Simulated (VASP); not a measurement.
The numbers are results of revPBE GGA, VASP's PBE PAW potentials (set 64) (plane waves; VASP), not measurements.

Input for VASP

KPOINTS:
```
Automatic mesh
0
Gamma
14 14 6
0 0 0
```

File POSCAR:
```
Cd
1.0
  1.5368406088  -2.6618863353   0.0000000000
  1.5368406088   2.6618863353   0.0000000000
  0.0000000000   0.0000000000   6.0998412065
Cd
2
direct
  0.3333330000   0.6666670000   0.2500000000
  0.6666670000   0.3333330000   0.7500000000
```

**INCAR**
```
# general
SYSTEM =Cd
PREC   =Accurate
ENCUT  =520
LREAL  =.FALSE.
LASPH  =.TRUE.

# electronic loop
EDIFF  =1E-7
NELM   =100
ALGO   =Normal
LMAXMIX=4

# smearing
ISMEAR =1
SIGMA  =0.1

# functional
GGA    =RE

# ions
IBRION =2
NSW    =30
ISIF   =4
EDIFFG =-0.01

# output
LWAVE  =.FALSE.
LCHARG =.FALSE.
```

POTCAR, in this order: Cd (PBE.64 set). Program: vasp_std.

The resulting files:

**OSZICAR**
```
       N       E                     dE             d eps       ncg     rms          rms(c)
DAV:   1     0.165451585828E+03    0.16545E+03   -0.13216E+04  3072   0.147E+03
DAV:   2     0.270131272658E+01   -0.16275E+03   -0.15939E+03  3176   0.368E+02
DAV:   3    -0.865864780349E+00   -0.35672E+01   -0.35612E+01  3856   0.644E+01
DAV:   4    -0.870259321059E+00   -0.43945E-02   -0.43944E-02  3520   0.203E+00
DAV:   5    -0.870273786207E+00   -0.14465E-04   -0.14465E-04  3856   0.104E-01    0.336E+00
DAV:   6    -0.826374584920E+00    0.43899E-01   -0.17628E-01  3280   0.508E+00    0.277E+00
DAV:   7    -0.830874017513E+00   -0.44994E-02   -0.24063E-02  3560   0.155E+00    0.132E+00
DAV:   8    -0.833304142580E+00   -0.24301E-02   -0.40981E-03  3304   0.812E-01    0.901E-02
DAV:   9    -0.833441420318E+00   -0.13728E-03   -0.87170E-05  3904   0.939E-02    0.396E-02
DAV:  10    -0.833474636129E+00   -0.33216E-04   -0.39670E-05  3312   0.713E-02    0.380E-03
DAV:  11    -0.833474539892E+00    0.96237E-07   -0.76126E-08  3176   0.285E-03
   1 F= -.83347454E+00 E0= -.83346001E+00  d E =-.833475E+00
       N       E                     dE             d eps       ncg     rms          rms(c)
DAV:   1    -0.835329995791E+00   -0.18554E-02   -0.75383E-02  3256   0.251E+00    0.193E-01
DAV:   2    -0.834258303072E+00    0.10717E-02   -0.61776E-04  3248   0.342E-01    0.114E-01
DAV:   3    -0.833715048269E+00    0.54325E-03   -0.10118E-03  3312   0.308E-01    0.343E-02
DAV:   4    -0.833722117824E+00   -0.70696E-05   -0.78499E-05  3296   0.120E-01    0.342E-02
DAV:   5    -0.833722951305E+00   -0.83348E-06   -0.57125E-07  3544   0.103E-02    0.206E-02
DAV:   6    -0.833722183773E+00    0.76753E-06   -0.27412E-06  3296   0.128E-02    0.246E-02
DAV:   7    -0.833721996067E+00    0.18771E-06   -0.20093E-07  2064   0.551E-03    0.171E-02
DAV:   8    -0.833721891253E+00    0.10481E-06   -0.13637E-07  2448   0.303E-03    0.695E-03
DAV:   9    -0.833721847327E+00    0.43926E-07   -0.37044E-08  1640   0.179E-03
   2 F= -.83372185E+00 E0= -.83365198E+00  d E =-.247307E-03
       N       E                     dE             d eps       ncg     rms          rms(c)
DAV:   1    -0.836480317308E+00   -0.27584E-02   -0.12697E-01  3216   0.326E+00    0.251E-01
DAV:   2    -0.834664812180E+00    0.18155E-02   -0.10508E-03  3200   0.444E-01    0.148E-01
DAV:   3    -0.833750664679E+00    0.91415E-03   -0.17099E-03  3304   0.398E-01    0.445E-02
DAV:   4    -0.833762395008E+00   -0.11730E-04   -0.13135E-04  3256   0.155E-01    0.439E-02
DAV:   5    -0.833763794227E+00   -0.13992E-05   -0.10637E-06  3424   0.142E-02    0.260E-02
DAV:   6    -0.833762395794E+00    0.13984E-05   -0.46383E-06  3256   0.170E-02    0.297E-02
DAV:   7    -0.833762158291E+00    0.23750E-06   -0.32940E-07  2968   0.702E-03    0.206E-02
DAV:   8    -0.833762019659E+00    0.13863E-06   -0.18761E-07  2472   0.352E-03    0.841E-03
DAV:   9    -0.833761964056E+00    0.55604E-07   -0.57504E-08  1600   0.220E-03
   3 F= -.83376196E+00 E0= -.83364760E+00  d E =-.287424E-03
```

### OUTCAR
```
------------------------ aborting loop because EDIFF is reached ----------------------------------------
  FORCE on cell =-STRESS in cart. coord.  units (eV):
  Direction    XX          YY          ZZ          XY          YZ          ZX
  --------------------------------------------------------------------------------------
  Total       -0.2136784     -0.2136785     -0.2255686      0.0000000      0.0000000     -0.0000000
  in kB       -6.8596879     -6.8596895     -7.2413984      0.0000000      0.0000000     -0.0000000
  external PRESSURE =      -6.9869252 kB  Pullay stress =       0.0000000 kB
  volume of cell :       49.91
      direct lattice vectors                 reciprocal lattice vectors
     1.532796756 -2.654882165  0.000000000     0.326201108 -0.188332276 -0.000000000
     1.532796756  2.654882165  0.000000000     0.326201108  0.188332276 -0.000000000
     0.000000000  0.000000000  6.132069119    -0.000000000  0.000000000  0.163077092
 POSITION                                       TOTAL-FORCE (eV/Angst)
 -----------------------------------------------------------------------------------
      1.53280      0.88496      1.53302         0.000000     -0.000000      0.000000
      1.53280     -0.88496      4.59905        -0.000000      0.000000      0.000000
 -----------------------------------------------------------------------------------
    total drift:                                0.000012      0.000218      0.000001
  FREE ENERGIE OF THE ION-ELECTRON SYSTEM (eV)
  ---------------------------------------------------
  free  energy   TOTEN  =        -0.8337619641 eV

  energy  without entropy=       -0.8334188842  energy(sigma->0) =       -0.83364760

 reached required accuracy - stopping structural energy minimisation
```
(Selected blocks of OUTCAR.)

### CONTCAR
```
Cd
   1.00000000000000
     1.5327967555049113   -2.6548821646264091    0.0000000000000000
     1.5327967555049113    2.6548821646264091    0.0000000000000000
     0.0000000000000000    0.0000000000000000    6.1320691189125878
  Cd
     2
Direct
     0.3333330000000032    0.6666669999999968    0.2500000000000000
     0.6666669999999968    0.3333330000000032    0.7500000000000000
```

### OUTCAR
```
 val. band max:        2.2157657240   @ k =   0.3571   0.2857   0.1667

 cond. band min:       2.2525882973   @ k =   0.3571   0.2143   0.0000


 Fermi energy:         2.2369095550

 k-point     1 :       0.0000    0.0000    0.0000
  band No.  band energies     occupation
      1      -7.3450      2.00000
      2      -7.2215      2.00000
      3      -6.8870      2.00000
      4      -6.8870      2.00000
      5      -6.8610      2.00000
      6      -6.8610      2.00000
      7      -6.4275      2.00000
      8      -6.4275      2.00000
      9      -6.2959      2.00000
     10      -6.2959      2.00000
     11      -5.7645      2.00000
     12      -1.5023      2.00000
     13      -0.4364      2.00000
     14      10.4861      0.00000
     15      14.3239      0.00000
     16      16.4111      0.00000

 k-point     2 :       0.0714    0.0000    0.0000
  band No.  band energies     occupation
      1      -7.3017      2.00000
      2      -7.1846      2.00000
      3      -6.9022      2.00000
      4      -6.8755      2.00000
      5      -6.8478      2.00000
      6      -6.8226      2.00000
      7      -6.4590      2.00000
      8      -6.4389      2.00000
      9      -6.3435      2.00000
     10      -6.2972      2.00000
     11      -5.6566      2.00000
     12      -1.4223      2.00000
     13      -0.2690      2.00000
     14      10.6353      0.00000
     15      14.3341      0.00000
     16      14.4931      0.00000

 k-point     3 :       0.1429    0.0000    0.0000
  band No.  band energies     occupation
      1      -7.2141      2.00000
      2      -7.1086      2.00000
      3      -6.9358      2.00000
      4      -6.8816      2.00000
      5      -6.7360      2.00000
      6      -6.7135      2.00000
      7      -6.5580      2.00000
      8      -6.4692      2.00000
      9      -6.4549      2.00000
     10      -6.3026      2.00000
     11      -5.3118      2.00000
     12      -1.1698      2.00000
     13       0.2113      2.00000
...
```

The compound is Cd in the hcp structure. This cell is one point of a volume scan, at 1.03 of the reference volume. Symmetry was kept, so distortions that lower it aren't found.
